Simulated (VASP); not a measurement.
VASP ran on this input.

### INCAR
```
EDIFFG  =  -0.02
NELM  =  100   # most electronic steps
LCHARG  =  .FALSE.
EDIFF  =  1E-6   # SCF stop (eV)
NSW  =  60   # most ionic steps
IBRION  =  2
LWAVE  =  .FALSE.
SYSTEM  =  GaN
ISMEAR  =  0   # Gaussian
ALGO  =  Normal   # blocked Davidson
LREAL  =  .FALSE.   # projection in real space or not
ISIF  =  3
LASPH  =  .TRUE.
PREC  =  Accurate
LMAXMIX  =  4   # l cut-off of mixed one-centre charges
SIGMA  =  0.05
GGA  =  RE   # revPBE
ENCUT  =  520   # plane-wave cut-off (eV)
```

File POSCAR:
```
GaN
1.0
  1.6186108680  -2.8035162212   0.0000000000
  1.6186108680   2.8035162212   0.0000000000
  0.0000000000   0.0000000000   5.2687160203
Ga N
2 2
direct
  0.6666670000   0.3333330000   0.5000338469
  0.3333330000   0.6666670000   0.0000338469
  0.6666670000   0.3333330000   0.8769661531
  0.3333330000   0.6666670000   0.3769661531
```

**KPOINTS**
```
Automatic mesh
0
Gamma
 7 7 4
0 0 0
```

POTCAR, in this order: Ga_d N (PBE.64 set). Program: vasp_std.

**Question.** Translate this revPBE calculation to Quantum ESPRESSO's pw.x.

**Answer.** One equivalent input (not run):
```
&CONTROL
  calculation = 'vc-relax'
  pseudo_dir = './pseudo'
  outdir = './out'
  tprnfor = .true.
  tstress = .true.
  nstep = 60
  forc_conv_thr = 0.00078
/
&SYSTEM
  ibrav = 0
  nat = 4
  ntyp = 2
  ecutwfc = 84
  occupations = 'smearing'
  smearing = 'gaussian'
  degauss = 0.003675
  input_dft = 'revpbe'
/
&ELECTRONS
  conv_thr = 7.3e-08
  electron_maxstep = 100
/
&IONS
/
&CELL
/
ATOMIC_SPECIES
  Ga 69.723 Ga.upf
  N 14.007 N.upf
CELL_PARAMETERS angstrom
     1.6186109   -2.8035162    0.0000000
     1.6186109    2.8035162    0.0000000
     0.0000000    0.0000000    5.2687160
ATOMIC_POSITIONS crystal
  Ga   0.6666670  0.3333330  0.5000338
  Ga   0.3333330  0.6666670  0.0000338
  N    0.6666670  0.3333330  0.8769662
  N    0.3333330  0.6666670  0.3769662
K_POINTS automatic
  7 7 4 0 0 0
```
What does not carry over: the potentials are each code's own (VASP's PAW set, PseudoDojo norm-conserving files in pw.x), so ENCUT and ecutwfc are chosen apart and not converted; conv_thr bounds pw.x's estimated SCF error, while EDIFF bounds the energy change between steps; forc_conv_thr acts on force components and is met together with etot_conv_thr.

The compound is GaN in the wurtzite structure. It was relaxed first. The start is the result of an earlier pass.
